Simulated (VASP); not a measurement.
Crystal: WSe2.

```
W Se
1.0
     3.28048    0.00000    0.00000
    -1.64024    2.84098    0.00000
     0.00000    0.00000   12.79343
W Se
2 4
Cartesian
  1.6402 0.9470 9.5951
  0.0000 1.8940 3.1984
  0.0000 1.8940 11.2815
  1.6402 0.9470 4.8848
  0.0000 1.8940 7.9086
  1.6402 0.9470 1.5119
```

The cell is a database's computed one.

Base run:

- Program: VASP 6.6.1
- Functional: r2SCAN
- Potentials or basis: VASP PAW PBE potentials, release 64 (W_sv, Se)
- Cutoff: 450 eV
- k mesh: 12 × 12 × 4
- Occupations: gaussian, width 0.02 eV
- Spin: no spin polarisation

Its results: band gap on the k mesh 1.01 eV, indirect (least direct gap 1.68 eV).

The run is repeated on the same cell with these changes: functional from r2SCAN to LDA; potentials or basis from VASP PAW PBE potentials, release 64 (W_sv, Se) to VASP PAW LDA potentials, release 64 (W_sv, Se). What comes out?

Band gap on the k mesh 0.83 eV, indirect (least direct gap 1.55 eV).

Caveats: spin-orbit coupling is left out, which moves the levels of the heavy elements.
